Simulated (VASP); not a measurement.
A VASP calculation is set up with these files.

### POSCAR
```
PtTe2
1
    2.0190904920    -3.4971667591    -0.0000000000
    2.0190904920     3.4971667591     0.0000000000
   -0.0000000000    -0.0000000000     5.0580429875
Te Pt
2 1
Direct
  0.3333330000   0.6666670000   0.2678844503
  0.6666670000   0.3333330000   0.7321155497
  0.0000000000   0.0000000000   1.0000000000
```

**KPOINTS**
```
kpoints
0
G
 9 9 6
```

### INCAR
```
# general
SYSTEM =PtTe2
PREC   =Accurate
ENCUT  =500   # plane-wave cut-off (eV)
LREAL  =.False.   # projection in real space or not
LASPH  =.True.

# electronic loop
EDIFF  =1E-6   # SCF stop (eV)
NELM   =100   # most electronic steps
ALGO   =Normal   # blocked Davidson
LMAXMIX=6

# smearing
ISMEAR =1   # Methfessel-Paxton
SIGMA  =0.1

# functional
GGA    =PE   # PBE

# ions
IBRION =2   # conjugate gradients
NSW    =40   # most ionic steps
ISIF   =3   # ions, shape and volume
EDIFFG =-0.02
PSTRESS=50   # kbar

# output
LWAVE  =.False.
LCHARG =.False.
```

POTCAR, in this order: Te Pt (PBE.64 set). Program: vasp_std.

Question: Write an equivalent input for Ansatz.

Answer: One equivalent input (not run):
Ansatz 0.2 input:
```yaml
crystal:
  lattice:
    - [2.0190905, -3.4971668, 0.0000000]
    - [2.0190905, 3.4971668, 0.0000000]
    - [0.0000000, 0.0000000, 5.0580430]
  atoms:
    - { symbol: Te, position: [0.3333330, 0.6666670, 0.2678845] }
    - { symbol: Te, position: [0.6666670, 0.3333330, 0.7321155] }
    - { symbol: Pt, position: [0.0000000, 0.0000000, 1.0000000] }
kpoints:
  mp_grid: { grid: [9, 9, 6] }
hamiltonian:
  xc: pbe
  pseudopotentials: { kind: paw }
scf:
  occupations: { method: methfessel_paxton, width: 0.1 }
  max_iter: 100
relax:
  max_steps: 40
  f_tol: 0.02
  cell: { p_target: 5 }
output: { forces: true, stress: true, eigenvalues: true }
```
The two are equivalent in intent, not identical: each code has its own PAW files, so the cut-off isn't converted (ENCUT is set for VASP's; basis.ecutwfc is left out, and Ansatz then takes the one that its files recommend); Ansatz stops its SCF on the density residual and VASP on the energy change (EDIFF).

The compound is PtTe2 in the 1T layered structure. It was relaxed first under an external pressure of 5 GPa.
